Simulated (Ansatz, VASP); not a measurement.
# La2Hf3O3: VASP beside Ansatz

```
CELL_PARAMETERS angstrom
-3.16066 3.16066 4.44127
3.16066 -3.16066 4.44127
3.16066 3.16066 -4.44127
ATOMIC_POSITIONS crystal
La 0.71710 0.71710 0.00000
La 0.28290 0.28290 0.00000
Hf 0.75000 0.25000 0.50000
Hf 0.25000 0.75000 0.50000
Hf 0.00000 0.00000 0.00000
O 0.50000 0.00000 0.50000
O 0.00000 0.50000 0.50000
O 0.50000 0.50000 0.00000
```

Alike in both runs: functional PBE; k mesh 4 × 4 × 4; occupations gaussian, width 0.1 eV; no spin polarisation.

Ansatz relaxed the structure, and its values are those at the end. VASP's run is a single point on that final structure, the one shown.

```csv
,VASP,Ansatz
version,VASP 6.6.1,Ansatz 0.2.0
potentials or method,"VASP PAW PBE potentials, release 64 (La, Hf_pv, O)","scalar-relativistic, plane waves, PAW"
plane-wave cutoff (eV),520,420
valence electrons in the cell,70,118
```

|  | VASP | Ansatz | Ansatz less VASP |
| --- | --- | --- | --- |
| gap on the k mesh at the Fermi level (eV) | none | none | - |
| pressure (GPa) | -0.4 | 0.0 | +0.41 |

A gap of «none» marks a metal or a gap that the smearing closes. The two sets of potentials don't hold the same shells in valence.

Spin-orbit coupling is left out, which matters for the levels of Hf, La.
